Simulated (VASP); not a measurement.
Elastic constants (GPa) of a crystal from PBE GGA, VASP's PBE PAW potentials (set 64) (VASP):

```csv
,xx,yy,zz,yz,xz,xy
xx,193.5,156.8,156.8,0.0,0.0,0.0
yy,156.8,193.5,156.8,0.0,0.0,0.0
zz,156.8,156.8,193.5,0.0,0.0,0.0
yz,0.0,0.0,0.0,57.3,0.0,0.0
xz,0.0,0.0,0.0,0.0,57.3,0.0
xy,0.0,0.0,0.0,0.0,0.0,57.3
```

Finite-difference elastic constants of metals are sensitive to mesh and smearing; shear constants can be off by tens of GPa.

Problem. Work out the Voigt, Reuss and Hill moduli, Young's modulus and Poisson's ratio.

Solution. All eigenvalues are positive (smallest 36.7 GPa), so the crystal is stable. K_V = (C11+C22+C33+2(C12+C13+C23))/9 = (580.5 + 2×470.4)/9 = 169.0 GPa; G_V = (580.5 − 470.4 + 3×171.9)/15 = 41.7 GPa. From the compliances, K_R = 169.0 GPa and G_R = 31.0 GPa. Hill: K = 169.0 GPa, G = 36.4 GPa, E = 9KG/(3K+G) = 101.8 GPa, ν = (3K−2G)/(2(3K+G)) = 0.400. K/G = 4.65, above Pugh's 1.75; universal anisotropy A^U = 1.73.

Problem. With a density of 11.57 g/cm³, what are the mean sound speeds?

Solution. v_l = √((K+4G/3)/ρ) = 4.34 km/s and v_t = √(G/ρ) = 1.77 km/s. The crystal is Pd (fcc), cubic.

The compound is Pd in the fcc structure. It was relaxed first.
